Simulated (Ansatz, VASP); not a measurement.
**ZnSnS2 (CuAu-ordered zincblende type (invented)): VASP beside Ansatz**

Wanted: the spread between two codes on one cell, functional and k mesh. The cell is generated by rule, not measured, and may not be a known phase. Of the first pair: The two relaxations start from unlike cells of this crystal (the structure described is Ansatz's start), so only their ends are compared.

Method: plane waves, with VASP 6.6.1 beside it; relaxation of cell and atoms at PBEsol, in Ansatz 0.2.0.

## Step 1: The starting structure

Symmetry: P-4m2, No. 115, tetragonal system. Conventional cell: a = 3.895 Å, b = 3.895 Å, c = 5.508 Å, α = 90.00°, β = 90.00°, γ = 90.00°. Nearest to Zn lie 4 S at 2.39 Å. Sn has 4 S at 2.39 Å nearest. Nearest to S lie 2 Zn at 2.39 Å and 2 Sn at 2.39 Å. Farther neighbours and most contacts between anions are not listed.

## Step 2: Ansatz: relaxation of cell and atoms, PBEsol, pair 1

Ansatz runs on its default PAW (the set named soft_2) files.

The relaxed volume is the usual yardstick between codes: in a stiff, nearly cubic crystal its relative difference is about their pressure difference at one cell divided by the bulk modulus.

Contents of input.yaml:

```yaml
crystal:
  lattice:
    - [3.89469, 0.0, 0.0]
    - [0.0, 3.89469, 0.0]
    - [0.0, 0.0, 5.50792]
  atoms:
    - { symbol: Zn, position: [0.0, 0.0, 0.0] }
    - { symbol: Sn, position: [0.5, 0.5, 0.5] }
    - { symbol: S, position: [0.0, 0.5, 0.25] }
    - { symbol: S, position: [0.5, 0.0, 0.75] }
kpoints:
  mp_grid: { grid: [6, 6, 4] }
hamiltonian:
  xc: pbesol
scf:
  occupations: { method: gaussian, width: 0.1 }
output:
  forces: true
  stress: true
  eigenvalues: true
relax:
  adjacent_minimum: "off"
  f_tol: 0.05
  max_steps: 80
  cell: { stress_tol: 0.5 }
```

On the command line:

```
ansatz run input.yaml --threads 2 --pin off --max-ram 5120MiB --backend cpu --events-out ev --progress --plain --runs-dir out
```

Numbers of over 12 decimals in the logs are rounded to 6 here.

What it wrote:

```text
The last accepted step is kept in <dir> (removed where the run ends without a failure and the disk answers)
Engine: ansatz 0.2.0, aarch64-unknown-linux-gnu
Pseudopotentials: kind: paw
Pseudopotential: Zn, paw, valence charge 12, recommended cutoff 420 eV (normal), Zn.paw.azcp
Pseudopotential: Sn, paw, valence charge 14, recommended cutoff 420 eV (normal), Sn.paw.azcp
Pseudopotential: S, paw, valence charge 6, recommended cutoff 420 eV (normal), S.paw.azcp
Functional definition: PBEsol
  exchange = pbesol_x
  correlation = pbesol_c
Crystal: 4 atoms, lattice volume = 83.547 Å³
Basis set: ecut = 420 eV, 1659 PW (Γ), exchange–correlation on 54×54×80 points (8 copies of the dense FFT grid, shifted against one another)
Bands: 23, of which v1, the nominal top of the filled ones, is band 19 counted from 1 (18 counted from 0)
Symmetry: 8 space group operations
Space group: P-4m2 (ITA 115), of the structure as read, at distance tolerance 4.4e-5 Å
k-points: 30 of 144 (time reversal used)
Non-local potential: Zn, projectors of the file, l = 0: 2, l = 1: 2, l = 2: 3, l = 3: 1
Non-local potential: Sn, projectors of the file, l = 0: 2, l = 1: 2, l = 2: 2, l = 3: 2
Non-local potential: S, projectors of the file, l = 0: 2, l = 1: 2, l = 2: 2
PAW form: soft (Blöchl's): semilocal exchange-correlation on the pseudo side does not see the compensation charge
PAW frozen core: Zn, regenerated for the run's functional, and the local potential with it (the file was generated under x = pbe(κ = 0.804, μ = 0.219515), c = pbe(β = 0.066725))
PAW frozen core: Sn, regenerated for the run's functional, and the local potential with it (the file was generated under x = pbe(κ = 0.804, μ = 0.219515), c = pbe(β = 0.066725))
PAW frozen core: S, regenerated for the run's functional, and the local potential with it (the file was generated under x = pbe(κ = 0.804, μ = 0.219515), c = pbe(β = 0.066725))
PAW one-centre angular grid: Zn, 590 points (default); XC on 64 Gauss nodes
PAW one-centre angular grid: Sn, 590 points (default); XC on 64 Gauss nodes
PAW one-centre angular grid: S, 110 points (default); XC on 64 Gauss nodes
Initial density: superposition of atomic densities (neutral atoms: chi_scale 0, normalization atom), corrected by the library's trained network
Initial wavefunctions: pseudopotential atomic-orbital guess
Functional: x = pbesol(κ = 0.804, μ = 0.123457), c = pbesol(β = 0.046)
SCF iter   1: F=—  HF=-11000.037355 eV  |F-HF|=—  |Δ(HF+E_count)|=         —  Δρ=6.20e-3  dr2=6.07e-2  ethr=1.77e-3  ⟨swp⟩=6.0  Hψ=3530  notcnv=0
preconditioner: auto → Kerker (q_TF=auto, 2.393 Å⁻¹)  [metal: Δε(μ)=0.006 eV  Ē_g=13.718 eV  σ=0.100 eV  W_gap=0.03  n_scr=20 (ndim 8)  ℏωp=25.0 eV  f_vac=0.000  D(μ)=2.75/eV (n_scr^D=20)]
SCF iter   2: F=—  HF=-11000.023217 eV  |F-HF|=—  |Δ(HF+E_count)|=   1.41e-2  Δρ=3.37e-3  dr2=1.88e-2  ethr=1.60e-4  ⟨swp⟩=1.7  Hψ=1194  notcnv=0
SCF iter   3: F=—  HF=-11000.019912 eV  |F-HF|=—  |Δ(HF+E_count)|=   3.31e-3  Δρ=2.39e-3  dr2=4.93e-3  ethr=4.94e-5  ⟨swp⟩=2.0  Hψ=1053  notcnv=0
SCF iter   4: F=—  HF=-11000.018002 eV  |F-HF|=—  |Δ(HF+E_count)|=   1.91e-3  Δρ=8.00e-4  dr2=1.06e-3  ethr=1.30e-5  ⟨swp⟩=2.0  Hψ=1020  notcnv=0
SCF iter   5: F=—  HF=-11000.017948 eV  |F-HF|=—  |Δ(HF+E_count)|=   5.38e-5  Δρ=2.72e-4  dr2=1.70e-4  ethr=2.78e-6  ⟨swp⟩=2.6  Hψ=1287  notcnv=0
SCF iter   6: F=—  HF=-11000.017934 eV  |F-HF|=—  |Δ(HF+E_count)|=   1.42e-5  Δρ=1.39e-4  dr2=4.45e-5  ethr=4.46e-7  ⟨swp⟩=2.2  Hψ=1191  notcnv=0
SCF iter   7: F=—  HF=-11000.017950 eV  |F-HF|=—  |Δ(HF+E_count)|=   1.61e-5  Δρ=3.11e-5  dr2=2.41e-6  ethr=1.17e-7  ⟨swp⟩=2.0  Hψ=841  notcnv=0
SCF iter   8: F=—  HF=-11000.017950 eV  |F-HF|=—  |Δ(HF+E_count)|=   4.53e-7  Δρ=1.22e-5  dr2=2.05e-7  ethr=6.33e-9  ⟨swp⟩=2.1  Hψ=895  notcnv=0
SCF iter   9: F=-11000.017950 eV  HF=-11000.017950 eV  |F-HF|=6.09e-10  |Δ(HF+E_count)|=   7.50e-8  Δρ=4.02e-6  dr2=1.99e-8  ethr=2.63e-10  ⟨swp⟩=5.8  Hψ=2782  notcnv=0
SCF 1 converged in 9 iterations: F = -11000.017950 eV  dr2 = 1.99e-8
  greatest PAW one-centre occupation: 0.992 electrons in one spin orbital (limit 2), on the Sn atom at site 1 (counted from 0), in its partial waves of l = 2
relax step   1: F+E_penalty+E_count = -11000.01795026 eV  Δ(F+E_penalty+E_count) = +0.000e0 eV  max|allowed force component| = 2.970e0 eV/Å  Δτ_max = 0.0000 Å  P = +16.951 GPa  Ω = 83.547 Å³  (9 SCF iters, dr2 threshold 1.00e-7 eV, accepted)
[...]
relax step   5: F+E_penalty+E_count = -11001.95806218 eV  Δ(F+E_penalty+E_count) = -1.679e-2 eV  max|allowed force component| = 2.540e-2 eV/Å  Δτ_max = 0.0129 Å  P = -0.084 GPa  Ω = 101.186 Å³  energy of the carried Pulay correction = -6.661e-3 eV  (6 SCF iters, dr2 threshold 4.00e-7 eV, accepted)
[...]
relax step   6: F+E_penalty+E_count = -11001.96951601 eV  Δ(F+E_penalty+E_count) = -1.145e-2 eV  max|allowed force component| = 2.959e-3 eV/Å  Δτ_max = 0.0117 Å  P = -0.191 GPa  Ω = 100.555 Å³  energy of the carried Pulay correction = -6.444e-3 eV  (6 SCF iters, dr2 threshold 4.00e-7 eV, accepted)
[...]
relax step   7: F+E_penalty+E_count = -11001.98096627 eV  Δ(F+E_penalty+E_count) = -1.145e-2 eV  max|allowed force component| = 4.074e-3 eV/Å  Δτ_max = 0.0000 Å  P = -0.080 GPa  Ω = 100.555 Å³  stress off target by 2.17e-1 GPa  SCF on the basis re-selected at this cell (its energy is not comparable with the rows above)  (7 SCF iters)
basis re-selected at this cell: Δ(F+E_penalty+E_count) = -1.145e-2 eV, ΔP = +0.112 GPa vs the last step (what re-selecting the basis moved, of the pressure what is left beyond the Pulay correction that the steps carried, after the strain that the cell walked since its last selection, with what the two solves' SCF thresholds leave and, on support functions, any second-order correction that the steps lacked; it is no measure of the basis error at this ecutwfc). The dense FFT grid was sized anew with the basis: this SCF ran on 27×27×45 points, the steps before it on 27×27×40, so part of this shift can come from that change (see relax.cell in the input reference). [rest of the remark cut]
SCF converged after 7 iterations
Free energy (F): -11001.980966 eV
Harris-Foulkes:  -11001.980966 eV  (|F-HF|=4.22e-10)
Internal energy: -11001.979724 eV  (E = F + TS)
E sigma→0 (E₀):  -11001.980345 eV
Entropy (-TS):   -0.001243 eV (-0.311 meV/atom)
Fermi energy:    6.449488 eV
--- Per-component energies (eV) ---
  E_band       = -150.301962
  E_kinetic    = 529.164525
  E_local      = -3410.607347  (includes V_loc(G=0)·N_el)
  E_nonlocal   = 641.795973
  E_hartree    = 1583.348816
  E_xc         = -707.269527
  E_vxc        = -323.719598  (∫ρ·V_xc dr)
  E_paw        = -7019.914833  (= ΣΔE_a)
  E_vpaw       = -753.632955  (= ΣTr[D̂ρ^β])
  E_aug_tail   = -0.000356  (compensation charges beyond the density's cutoff)
  E_ewald      = -2619.703069
  E_core_change = 1.206093  (= ΣΔE_core)
  E_smearing   = -0.001243  (= −TS)
  E_closure    = 0.000000  (closes the sum)
  Σ components = -11001.980966   (vs F -11001.980966, Δ=0.00e0)
--- Forces (eV/Å), atoms counted from 1 ---
  atom   1  Zn     0.00000000    -0.00000000     0.00000000
  atom   2  Sn    -0.00000000    -0.00000000    -0.00000000
  atom   3  S      0.00000000     0.00000000    -0.00407430
  atom   4  S      0.00000000     0.00000000     0.00407430
  max |Σ_I F_I| component: 6.11e-16 eV/Å
--- Stress (GPa, compression-positive) ---
       -0.217496      -0.000000       0.000000
       -0.000000      -0.217496       0.000000
        0.000000       0.000000       0.196414
  P = ⅓ Tr σ = -0.0795 GPa (-0.795 kbar)
--- Band table (eV; the first three rows and the last of 30) ---
  k-point 0: bands = [... 15 lower, 4.0103, 4.0668, 4.7626, 4.7626, 7.8704, 8.4911, 9.0023, 9.0023]
  k-point 1: bands = [... 15 lower, 3.2041, 4.4986, 4.4986, 5.4747, 7.8576, 8.5903, 9.3543, 9.3543]
  k-point 2: bands = [... 15 lower, 3.4119, 4.1786, 4.1786, 6.4433, 7.4048, 8.9940, 9.0147, 9.7492]
  k-point 29: bands = [... 15 lower, 2.2657, 2.2657, 2.7018, 6.2837, 7.8950, 7.8950, 10.1450, 10.5391]
--- Relaxed structure (6 steps of the walk, 6 accepted, 1 SCFs on fresh bases) ---
  F+E_penalty+E_count = -11001.98096627 eV   max|allowed force component| = 4.074e-3 eV/Å   (the final SCF, on the basis selected at the relaxed cell)
  cell:  # Å, volume = 100.5545 Å³
    - [3.985299, 0, 0]
    - [0, 3.985299, 0.0]
    - [0, 0.0, 6.331108]
  atoms:
    - { symbol: Zn, position: [0, 0, 2.519605914358679e-18] }
    - { symbol: Sn, position: [0.5, 0.5, 0.500000] }
    - { symbol: S, position: [0, 0.5, 0.196197] }
    - { symbol: S, position: [0.5, 0, 0.803803] }
```

## Step 3: VASP: relaxation of cell and atoms, PBEsol, pair 1

Its own start cell and the same functional, mesh and smearing now go to VASP, with its own data sets.

Lines of VASP's logs that name or quote its potential files are left out, and so is its time.

Contents of INCAR:

```
SYSTEM = ZnSnS2
PREC = Accurate
ENCUT = 500
EDIFF = 1E-07
NELM = 120
ISMEAR = 0
SIGMA = 0.1
LREAL = .FALSE.
ALGO = Normal
GGA = PS
NBANDS = 25
LORBIT = 11
LWAVE = .FALSE.
LCHARG = .FALSE.
ISIF = 3
IBRION = 2
NSW = 80
EDIFFG = -0.005
LASPH = .TRUE.
GGA_COMPAT = .FALSE.
NELMIN = 4
KPAR = 2
```

Contents of POSCAR:

```
ZnSnS2
1.0
    3.9540851204      0.0000000000      0.0000000000
    0.0000000000      3.9540851204      0.0000000000
    0.0000000000      0.0000000000      6.3998210481
Zn Sn S
1 1 2
Direct
    0.0000000000      0.0000000000      0.0000000000
    0.5000000000      0.5000000000      0.5000000000
    0.0000000000      0.5000000000      0.1970195154
    0.5000000000      0.0000000000      0.8029804846
```

Contents of KPOINTS:

```
Automatic mesh
0
Gamma
6 6 4
0 0 0
```

PAW data sets: Zn, Sn_d and S (PBE family, release 64).

On the command line:

```
mpirun -np 2 vasp_std
```

What it wrote:

```text
[banner, memory and clock lines left out]
running    2 mpi-ranks, on    1 nodes
 distrk:  each k-point on    1 cores,    2 groups
 distr:  one band on    1 cores,    1 groups

 POSCAR found type information on POSCAR ZnSnS
 POSCAR found :  3 types and       4 ions
|                                                                             |
|               ----> ADVICE to this user running VASP <----                  |
|                                                                             |
|     You enforced a specific xc type in the INCAR file but a different       |
|     [... a line on the potential file left out ...]
|     I HOPE YOU KNOW WHAT YOU ARE DOING!                                     |
|                                                                             |

 LDA part: xc-table for (Slater+PW92), standard interpolation
 POSCAR, INCAR and KPOINTS ok, starting setup
 FFT: planning ... GRIDC
 FFT: planning ... GRID_SOFT
 FFT: planning ... GRID
 WAVECAR not read
 entering main loop
       N       E                     dE             d eps       ncg     rms          rms(c)
DAV:   1     0.296854215885E+03    0.29685E+03   -0.18194E+04  1500   0.183E+03
DAV:   2     0.218088620787E+02   -0.27505E+03   -0.26852E+03  1556   0.425E+02
DAV:   3    -0.155714355126E+02   -0.37380E+02   -0.36420E+02  1864   0.143E+02
DAV:   4    -0.170302502427E+02   -0.14588E+01   -0.14551E+01  1698   0.302E+01
DAV:   5    -0.170676874816E+02   -0.37437E-01   -0.37426E-01  2034   0.500E+00    0.922E+00
DAV:   6    -0.160860481483E+02    0.98164E+00   -0.24604E+00  2269   0.344E+01    0.682E+00
DAV:   7    -0.160999100679E+02   -0.13862E-01   -0.12191E+00  1676   0.651E+00    0.288E+00
DAV:   8    -0.160876100999E+02    0.12300E-01   -0.11763E-01  1728   0.219E+00    0.945E-01
DAV:   9    -0.160862142946E+02    0.13958E-02   -0.12841E-02  1759   0.748E-01    0.251E-01
DAV:  10    -0.160861059791E+02    0.10832E-03   -0.30453E-03  2201   0.480E-01    0.129E-01
DAV:  11    -0.160864052597E+02   -0.29928E-03   -0.75797E-04  1792   0.243E-01    0.342E-02
DAV:  12    -0.160863851116E+02    0.20148E-04   -0.15646E-04  1994   0.120E-01    0.204E-02
DAV:  13    -0.160863886296E+02   -0.35180E-05   -0.22296E-05  1731   0.362E-02    0.108E-02
DAV:  14    -0.160863907451E+02   -0.21155E-05   -0.48846E-06  1656   0.148E-02    0.378E-03
DAV:  15    -0.160863905736E+02    0.17145E-06   -0.56127E-07  1894   0.110E-02    0.154E-03
DAV:  16    -0.160863905717E+02    0.18654E-08   -0.15391E-07  1369   0.301E-03
   1 F= -.16086391E+02 E0= -.16085680E+02  d E =-.160864E+02
 curvature:   0.00 expect dE= 0.000E+00 dE for cont linesearch  0.000E+00
 trial: gam= 0.00000 g(F)=  0.203E-06 g(S)=  0.403E-04 ort = 0.000E+00 (trialstep = 0.100E+01)
 search vector abs. value=  0.405E-04
 bond charge predicted
       N       E                     dE             d eps       ncg     rms          rms(c)
DAV:   1    -0.160867428409E+02   -0.35227E-03   -0.68713E-03  1808   0.125E+00    0.131E-01
DAV:   2    -0.160864684276E+02    0.27441E-03   -0.10544E-03  1815   0.687E-01    0.535E-02
DAV:   3    -0.160864205055E+02    0.47922E-04   -0.10026E-04  1895   0.110E-01    0.217E-02
DAV:   4    -0.160864094981E+02    0.11007E-04   -0.12374E-05  2222   0.393E-02    0.956E-03
DAV:   5    -0.160864072120E+02    0.22861E-05   -0.17079E-06  2326   0.167E-02    0.168E-03
DAV:   6    -0.160864071481E+02    0.63876E-07   -0.54709E-07  1406   0.644E-03
   2 F= -.16086407E+02 E0= -.16085701E+02  d E =-.165764E-04
 trial-energy change:   -0.000017  1 .order   -0.000021   -0.000040   -0.000001
 step:   1.0349(harm=  1.0136)  dis= 0.00007  next Energy=   -16.086407 (dE=-0.166E-04)
 reached required accuracy - stopping structural energy minimisation
```

From OUTCAR (step 3):

```text
ion  position               nearest neighbor table
   1  0.000  0.000  0.000-   3 2.34   4 2.34   3 2.34   4 2.34
   2  0.500  0.500  0.500-   3 2.77   4 2.77   4 2.77   3 2.77
   3  0.000  0.500  0.197-   1 2.34   1 2.34   2 2.77   2 2.77
   4  0.500  0.000  0.803-   1 2.34   1 2.34   2 2.77   2 2.77

  LATTYP: Found a simple tetragonal cell.
 ALAT       =     3.9540851204
 C/A-ratio  =     1.6185339600

 Subroutine GETGRP returns: Found  8 space group operations
 (whereof  8 operations were pure point group operations)

The static configuration has the point symmetry D_2d.

 Found     30 irreducible k-points:

   k-points           NKPTS =     30   k-points in BZ     NKDIM =     30   number of bands    NBANDS=     25

   dimension x,y,z NGX =    30 NGY =   30 NGZ =   48
   dimension x,y,z NGXF=    60 NGYF=   60 NGZF=   96

   ENCUT  =  500.0 eV  36.75 Ry    6.06 a.u.   7.21  7.21 11.67*2*pi/ulx,y,z

   NELECT =      38.0000    total number of electrons

 k-points in reciprocal lattice and weights: Automatic mesh
   0.00000000  0.00000000  0.00000000       0.007
   0.16666667  0.00000000  0.00000000       0.028
   0.33333333  0.00000000  0.00000000       0.028
   0.50000000  0.00000000  0.00000000       0.014
   0.16666667  0.16666667  0.00000000       0.028
   0.33333333  0.16666667  0.00000000       0.056
   0.50000000  0.16666667  0.00000000       0.028
   0.33333333  0.33333333  0.00000000       0.028
   0.50000000  0.33333333  0.00000000       0.028
[...]
0.50000000  0.33333333  0.50000000       0.028
   0.50000000  0.50000000  0.50000000       0.007

 average (electrostatic) potential at core
       1 -35.3321       2-103.1086       3 -87.6806       4 -87.6806

 E-fermi :   3.9883

 k-point     1 :       0.0000    0.0000    0.0000
  band No.  band energies     occupation
    ...
     15       0.7235      2.00000
     16       1.5637      2.00000
     17       1.6339      2.00000
     18       2.3900      2.00000
     19       2.3900      2.00000
     20       5.5123      0.00000
     21       6.2088      0.00000
     22       6.6176      0.00000
     23       6.6176      0.00000
     24       7.5622      0.00000
    ...

 k-point     2 :       0.1667    0.0000    0.0000
  band No.  band energies     occupation
    ...
     15       0.5648      2.00000
     16       0.8758      2.00000
     17       1.4649      2.00000
     18       2.3424      2.00000
     19       3.0448      2.00000
     20       5.3857      0.00000
     21       6.2394      0.00000
     22       6.7853      0.00000
     23       7.2632      0.00000
     24       8.0819      0.00000
    ...

 k-point     3 :       0.3333    0.0000    0.0000
  band No.  band energies     occupation
    ...
     15      -0.6120      2.00000
     16       0.7159      2.00000
     17       1.2700      2.00000
     18       2.1572      2.00000
     19       3.6355      2.00000
     20       5.3133      0.00000
     21       6.4756      0.00000
     22       7.1871      0.00000
     23       7.2394      0.00000
     24       9.2147      0.00000
    ...

  Total       -0.0152095     -0.0152095      0.0071008      0.0000000      0.0000000     -0.0000000
  in kB       -0.2433097     -0.2433097      0.1135922      0.0000000      0.0000000     -0.0000000
  external PRESSURE =      -0.1243424 kB  Pullay stress =       0.0000000 kB

  energy-cutoff  :      500.00
  volume of cell :      100.15
      direct lattice vectors                 reciprocal lattice vectors
     3.954612890  0.000000000  0.000000000     0.252869251  0.000000000  0.000000000
     0.000000000  3.954612890  0.000000000     0.000000000  0.252869251  0.000000000
     0.000000000  0.000000000  6.404114622     0.000000000  0.000000000  0.156149610

 POSITION                                       TOTAL-FORCE (eV/Angst)
 -----------------------------------------------------------------------------------
      0.00000      0.00000      0.00000        -0.000000      0.000000      0.000000
      1.97731      1.97731      3.20206         0.000000     -0.000000      0.000000
      0.00000      1.97731      1.26167         0.000000      0.000000      0.001158
      1.97731      3.95461      5.14245         0.000000      0.000000     -0.001158
 -----------------------------------------------------------------------------------
    total drift:                                0.000000      0.000000      0.000000

  FREE ENERGIE OF THE ION-ELECTRON SYSTEM (eV)
  ---------------------------------------------------
  free  energy   TOTEN  =       -16.0864071481 eV

  energy  without entropy=      -16.0849958340  energy(sigma->0) =      -16.08570149

 reached required accuracy - stopping structural energy minimisation

 total charge
# of ion       s       p       d       tot
------------------------------------------
    1        0.522   0.462   9.794  10.778
    2        1.415   0.677   9.986  12.078
    3        1.336   2.351   0.000   3.688
    4        1.336   2.351   0.000   3.688
--------------------------------------------------
tot          4.610   5.841  19.780  30.231

[... 3 further parts left out ...]
```

The run keeps the 8 symmetry operations of its start, so it cannot find a distortion of lower symmetry.

## Step 4: Comparison

Known differences besides the potentials themselves: the cutoff is 420 eV in Ansatz and 500 eV in VASP; Ansatz makes its cores anew for this functional, VASP keeps those of its PBE data sets; Ansatz adds a Pulay correction to the stress that steers its cell, VASP none. Total energies have different zeros and are not compared.

Both answers:

```
                                         quantity  Ansatz    VASP  difference
                                      volume (Å³)  100.55  100.15     +0.40 %
edge a after relaxation, in the typed setting (Å)   3.985   3.955     +0.78 %
edge c after relaxation, in the typed setting (Å)   6.331   6.404     -1.14 %
```

(Continued in part 2 of 2.)

[Lines on the potential files, build, host, timing and source positions are cut from VASP's logs without a mark.]

[Logs are printed without paths, hosts, clocks, repeated set-up lines and the standing remarks that a program may print on its own settings, such as how far it seeks lower states.]

[Hosts, paths, dates, database ids (printed as entryN), source tags and the programs' standing remarks are cut or masked in the printed files.]
